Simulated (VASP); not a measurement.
An input for Quantum ESPRESSO's pw.x (written as the equivalent of a VASP run, and not itself run):

```
&CONTROL
  calculation = 'vc-relax'
  pseudo_dir = './pseudo'
  outdir = './out'
  tprnfor = .true.
  tstress = .true.
  nstep = 60
  forc_conv_thr = 0.00078
/
&SYSTEM
  ibrav = 0
  nat = 6
  ntyp = 2
  ecutwfc = 76
  occupations = 'smearing'
  smearing = 'methfessel-paxton'
  degauss = 0.00735
  input_dft = 'pz'
/
&ELECTRONS
  conv_thr = 7.3e-08
  electron_maxstep = 100
/
&IONS
/
&CELL
/
ATOMIC_SPECIES
  K 39.098 K.upf
  Au 196.967 Au.upf
CELL_PARAMETERS angstrom
     5.5654936   -0.0000000    0.0000000
    -2.7827468    4.8198588   -0.0000000
    -0.0000000   -0.0000000    4.4887137
ATOMIC_POSITIONS crystal
  K    0.0000000  1.0000000  1.0000000
  Au   0.6666670  0.3333330  1.0000000
  Au   0.3333330  0.6666670  0.0000000
  Au   0.5000000  1.0000000  0.5000000
  Au   0.5000000  0.5000000  0.5000000
  Au   0.0000000  0.5000000  0.5000000
K_POINTS automatic
  6 6 6 0 0 0
```

Problem. Write the VASP files for the same calculation (LDA).

Solution. This is not unique; one that fits is 
### KPOINTS
```
Automatic mesh
0
Gamma
6 6 6
0 0 0
```

POSCAR:
```
KAu5
1.0
  5.5654936117   0.0000000000   0.0000000000
 -2.7827468059   4.8198588478   0.0000000000
  0.0000000000   0.0000000000   4.4887136877
K Au
1 5
Cart
 -2.7827468059   4.8198588478   4.4887136877
  2.7827495886   1.6066180093   4.4887136877
 -0.0000027828   3.2132408385   0.0000000000
 -0.0000000001   4.8198588478   2.2443568438
  1.3913734029   2.4099294239   2.2443568438
 -1.3913734030   2.4099294239   2.2443568438
```

### INCAR
```
SYSTEM = KAu5
PREC = Accurate
ENCUT = 400
EDIFF = 1E-6
NELM = 100
ALGO = Normal
LREAL = .FALSE.
LASPH = .TRUE.
ISMEAR = 1
SIGMA = 0.1
LMAXMIX = 6
LWAVE = .FALSE.
LCHARG = .FALSE.
IBRION = 2
ISIF = 3
NSW = 60
EDIFFG = -0.02
```

POTCAR, in this order: K_sv Au (LDA.64 set). Program: vasp_std.

The two are equivalent in intent, not identical: the potentials are each code's own (VASP's PAW set, PseudoDojo norm-conserving files in pw.x), so ENCUT and ecutwfc are chosen apart and not converted; conv_thr bounds pw.x's estimated SCF error, while EDIFF bounds the energy change between steps; forc_conv_thr acts on force components and is met together with etot_conv_thr.

The structure comes from a computed database's KAu5 entry (P6/mmm); how it stands against other phases isn't given here. This run relaxes it. Symmetry was kept, so distortions that lower it aren't found. The start is the result of an earlier pass.
